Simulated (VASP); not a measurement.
Write the native input for VASP 6.6.1 that does the following.

```yaml
Task: relaxation of cell and atoms
Functional: PBE
Potentials_or_basis: VASP PAW PBE potentials, release 64 (Ni, F)
Cutoff: 600 eV
k_mesh: 10 × 10 × 10
Occupations: gaussian, width 0.05 eV
Spin: collinear spin, ferromagnetic start
Starting_moments: "[1.0, 0.0] μB"
Further_INCAR_settings: ALGO = Fast; EDIFF = 1e-07; IBRION = 2; EDIFFG = -0.01; NSW = 60; ISIF = 3
```

The structure of NiF lies in POSCAR:

```
NiF
1.0
    0.0000000000      2.3348415800      2.3348415800
    2.3348415800      0.0000000000      2.3348415800
    2.3348415800      2.3348415800      0.0000000000
Ni F
1 1
Direct
    0.0000000000      0.0000000000      0.0000000000
    0.7500000000      0.7500000000      0.7500000000
```

The cell was built by a generator and needn't be a form met in nature.

One way to write it, as run:

INCAR

```
SYSTEM = NiF
PREC     = Accurate       ! precision mode
ENCUT    = 600            ! plane-wave cutoff, eV
EDIFF    = 1E-7           ! SCF threshold, eV
ISMEAR   = 0              ! smearing method
SIGMA    = 0.05           ! smearing width, eV
LREAL    = .FALSE.        ! projectors in reciprocal space
LASPH    = .TRUE.         ! aspherical terms in the spheres
NELM     = 120            ! most SCF steps
ALGO     = Fast           ! electronic algorithm
ISIF     = 3              ! what is computed and relaxed
LWAVE    = .FALSE.        ! write WAVECAR
LCHARG   = .FALSE.        ! write CHGCAR
ISPIN    = 2              ! spin polarisation
MAGMOM   = 1 0            ! initial moments
LORBIT   = 11             ! projections on sites
LMAXMIX  = 4              ! l up to which the mixer works
GGA      = PE             ! functional
IBRION   = 2              ! ionic algorithm
NSW      = 60             ! ionic steps
EDIFFG   = -0.01          ! ionic threshold
```

KPOINTS

```
regular mesh
0
G
  10 10 10
  0 0 0
```

Potentials or basis: VASP PAW PBE potentials, release 64 (Ni, F).

The run is started by

```console
$ cat potpaw_PBE.64/Ni/POTCAR potpaw_PBE.64/F/POTCAR > POTCAR
$ mpirun -np 1 vasp_std > vasp.out
```

It gave:

The relaxed volume is 13.82 Å³/atom, the relaxed cell is a = 3.394 Å, b = 3.394 Å, c = 3.394 Å, α = 60.00°, β = 60.00°, γ = 60.00° and the space group after relaxing (to 0.05 Å) is F-43m (No. 216). The energy gained by relaxing is 22.2 meV/atom. The ionic steps are 3. The pressure after relaxing is 0.0 GPa and the band gap on the k mesh is none (metal or under the smearing width). The net moment is 1.20 μB per cell and the site moments are Ni +1.16; F +0.07 μB. The valence electrons inside the program's atomic spheres are Ni 8.86; F 6.05.

Caveat: a cell with one magnetic atom can't hold antiferromagnetic order, which such compounds often take; semilocal functionals often make such compounds metallic where correlation or magnetic order opens a gap, which also shifts bond lengths.

Run time: 2.3 min on 1 thread of Intel(R) Xeon(R) Platinum 8488C (Sapphire Rapids) (shared host), peak memory 0.19 GiB.
